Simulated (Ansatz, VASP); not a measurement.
## Sb2Au in VASP and in Ansatz

INCAR

```
SYSTEM = Sb2Au
  PREC = Accurate
  ENCUT = 520
  EDIFF = 1E-6
  ISMEAR = -1
  SIGMA = 0.1
  LREAL = .False.
  LASPH = .True.
  NELM = 100
  ALGO = Normal
  ISIF = 2
  LWAVE = .False.
  LCHARG = .False.
  NBANDS = 18
```

File KPOINTS:

```
regular mesh
0
Gamma
  6 6 6
  0 0 0
```

Contents of POSCAR:

```
Sb2Au
1.0
    0.0000000000      3.3000322912      3.3000322912
    3.3000322912      0.0000000000      3.3000322912
    3.3000322912      3.3000322912      0.0000000000
Sb Au
2 1
Direct
    0.2500000000      0.2500000000      0.2500000000
    0.7500000000      0.7500000000      0.7500000000
    0.0000000000      0.0000000000      0.0000000000
```

Input for Ansatz:

```yaml
crystal:
  lattice:
    - [0.0, 3.300032291180809, 3.300032291180809]
    - [3.300032291180809, 0.0, 3.300032291180809]
    - [3.300032291180809, 3.300032291180809, 0.0]
  atoms:
    - { symbol: Sb, position: [0.25, 0.25, 0.25] }
    - { symbol: Sb, position: [0.75, 0.75, 0.75] }
    - { symbol: Au, position: [0.0, 0.0, 0.0] }
basis:
  ecutwfc: 500.0
kpoints:
  mp_grid:
    grid: [6, 6, 6]
hamiltonian:
  xc: lda
scf:
  occupations:
    method: fermi_dirac
    width: 0.1
output:
  stress: true
```

Alike in both runs: task single point; functional LDA; k mesh 6 × 6 × 6; occupations fermi-dirac, width 0.1 eV; no spin polarisation.

```csv
,VASP,Ansatz
version,VASP 6.6.1,Ansatz 0.2.0
potentials or method,"VASP PAW LDA potentials, release 64 (Sb, Au)","plane waves, PAW"
plane-wave cutoff (eV),520,500
valence electrons in the cell,21,49
```

|  | VASP | Ansatz | Ansatz less VASP |
| --- | --- | --- | --- |
| pressure (GPa) | 6.1 | 5.8 | -0.27 |

The two sets of potentials don't hold the same shells in valence.

The runs have no spin-orbit coupling, so splittings on Au, Sb are missing.
